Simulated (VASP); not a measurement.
Given:

```
ZnS
1.0
    0.00000     2.68654     2.68654
    2.68654     0.00000     2.68654
    2.68654     2.68654     0.00000
Zn S
1 1
Direct
  0.00000   0.00000   0.00000
  0.25000   0.25000   0.25000
```

Method: SCAN meta-GGA, VASP's PBE PAW potentials (set 64) (plane waves; VASP 6.6.1). Settings: 520 eV cut-off, 8×8×8 Γ-centred mesh, Gaussian smearing of 0.050 eV, potentials Zn S.

Predict the energy per atom (σ→0), band gap (on the k-mesh) with the smallest direct gap where there is one.

The band gap (on the k-mesh) is 2.70 eV and the smallest direct gap (on the k-mesh) is 2.70 eV. The energy per atom (σ→0) is -12.500 eV/atom.

Only differences to runs with the same potentials and settings are physical.

The compound is ZnS in the zinc blende structure. It was relaxed first. The start is the result of an earlier pass.
